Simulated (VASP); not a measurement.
Computed with PBEsol GGA, VASP's PBE PAW potentials (set 64) (plane waves; VASP).

A VASP calculation is set up with these files.

**INCAR**
```
SYSTEM = Zn
PREC = Accurate
ENCUT = 480
EDIFF = 1E-7
NELM = 100
ALGO = Normal
LREAL = .FALSE.
LASPH = .TRUE.
ISMEAR = 1
SIGMA = 0.1
GGA = PS
LMAXMIX = 4
LWAVE = .FALSE.
LCHARG = .FALSE.
ISIF = 2
```

File POSCAR:
```
Zn
1
    1.3062145566    -2.2624303884     0.0000000000
    1.3062145566     2.2624303884     0.0000000000
    0.0000000000     0.0000000000     4.6374447213
Zn
2
Direct
  0.3333330000   0.6666670000   0.2500000000
  0.6666670000   0.3333330000   0.7500000000
```

### KPOINTS
```
Automatic mesh
0
Gamma
14 14 8
0 0 0
```

POTCAR, in this order: Zn (PBE.64 set). Program: vasp_std.

### Question
What will the output report for the number of irreducible k-points (NKPTS), number of bands (NBANDS), largest plane-wave count, number of space-group operations, FFT grid (NGX, NGY, NGZ)?

### Answer

| Quantity | Result |
|---|---|
| number of irreducible k-points (NKPTS) | 120 |
| number of bands (NBANDS) | 16 |
| largest plane-wave count | 677 |
| number of space-group operations | 24 |
| FFT grid (NGX, NGY, NGZ) | 20 × 20 × 36 |

The compound is Zn in the hcp structure. This cell was strained or had an atom moved on purpose.
